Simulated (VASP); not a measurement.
Consider the following.

```xyz
2
Lattice="3.0904 0.0000 0.0000 -1.5452 2.6764 0.0000 0.0000 0.0000 4.4776" Properties=species:S:1:pos:R:3 pbc="T T T"
As     0.0000     1.7843     1.1194
As     1.5452     0.8921     3.3582
```

Method: PBEsol GGA, VASP's PBE PAW potentials (set 64) (plane waves; VASP). Run with 400 eV cut-off, 15×15×9 Γ-centred mesh, tetrahedra with Blöchl corrections, potentials As.

Q: Predict the energy per atom (σ→0), band gap (on the k-mesh) with the smallest direct gap where there is one.

A: 
```json
{
 "band gap (on the k-mesh)": "none (metal, semimetal or under 0.01 eV)",
 "energy per atom (σ→0)": "-4.668 eV/atom"
}
```

The structure was generated: As was put into the hcp type (P6_3/mmc), which need not be its known phase. It was relaxed first.
